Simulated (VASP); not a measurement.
Set up this calculation in VASP 6.6.1, as the native input.

- Task: relaxation of cell and atoms
- Functional: PBE
- Potentials or basis: VASP PAW PBE potentials, release 64 (Mg, Ti_sv, N)
- Cutoff: 520 eV
- k mesh: 4 × 4 × 4
- Occupations: gaussian, width 0.15 eV
- Spin: no spin polarisation
- Further INCAR settings: PREC = Normal; ALGO = Fast; EDIFF = 0.0001; IBRION = 2; EDIFFG = -0.08; NSW = 24; ISIF = 3

The structure of MgTi2N2 lies in POSCAR:

```
MgTi2N2
1.0
    2.2083748400      1.2750058100      4.2774835700
   -2.2083748400      1.2750058100      4.2774835700
    0.0000000000     -2.5500116200      4.2774835700
Mg Ti N
1 2 2
Direct
    0.5000000000      0.5000000000      0.5000000000
    0.8392278300      0.8392278300      0.8392278300
    0.1607721700      0.1607721700      0.1607721700
    0.2829539100      0.2829539100      0.2829539100
    0.7170460900      0.7170460900      0.7170460900
```

The cell was built by a generator and needn't be a form met in nature.

The input as run:

INCAR

```
SYSTEM = MgTi2N2
PREC = Normal
ENCUT = 520
EDIFF = 1E-4
ISMEAR = 0
SIGMA = 0.15
LREAL = .FALSE.
LASPH = .TRUE.
NELM = 60
ALGO = Fast
ISIF = 3
LWAVE = .FALSE.
LCHARG = .FALSE.
GGA = PE
IBRION = 2
NSW = 24
EDIFFG = -0.08
```

KPOINTS

```
regular mesh
0
G
  4 4 4
  0 0 0
```

Potentials or basis: VASP PAW PBE potentials, release 64 (Mg, Ti_sv, N).

Launch:

```sh
$ cat potpaw_PBE.64/Mg/POTCAR potpaw_PBE.64/Ti_sv/POTCAR potpaw_PBE.64/N/POTCAR > POTCAR
$ mpirun -np 1 vasp_std > vasp.out
```

It gave:

```
Relaxed volume                         : 15.01 Å³/atom
Relaxed cell                           : a = 4.663 Å, b = 4.663 Å, c = 4.663 Å, α = 62.09°, β = 62.09°, γ = 62.09°
Space group after relaxing (to 0.05 Å) : R-3m (No. 166)
Energy gained by relaxing              : 832.5 meV/atom
Ionic steps                            : 17
Pressure after relaxing                : -0.1 GPa
Largest force after relaxing           : 0.050 eV/Å
Band gap on the k mesh                 : none (metal or under the smearing width)
```

Caveat: the k mesh is coarse (spacing up to 0.43 Å⁻¹), so the values aren't converged.

It took 3.2 min on 1 thread of Intel(R) Xeon(R) 6975P-C (Granite Rapids) (shared host), peak memory 0.18 GiB.
